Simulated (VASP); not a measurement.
Consider the following.

```
PbS
1.0
    0.00000     2.93265     2.93265
    2.93265     0.00000     2.93265
    2.93265     2.93265     0.00000
Pb S
1 1
Direct
  0.00000   0.00000   0.00000
  0.50000   0.50000   0.50000
```

All values below come from TPSS meta-GGA, VASP's PBE PAW potentials (set 64) (plane waves; VASP 6.6.1). Numerical set-up: 520 eV cut-off, 8×8×8 Γ-centred mesh, Gaussian smearing of 0.050 eV, potentials Pb_d S.

Task: Give the stress tensor in GPa (positive for a compressed cell).

Result: 
```
4.02  0.00  0.00
0.00  4.02  0.00
0.00  0.00  4.02
```
The pressure is its mean diagonal, 4.02 GPa.

The compound is PbS in the rock salt structure. This cell is one point of a volume scan, at 0.94 of the reference volume.
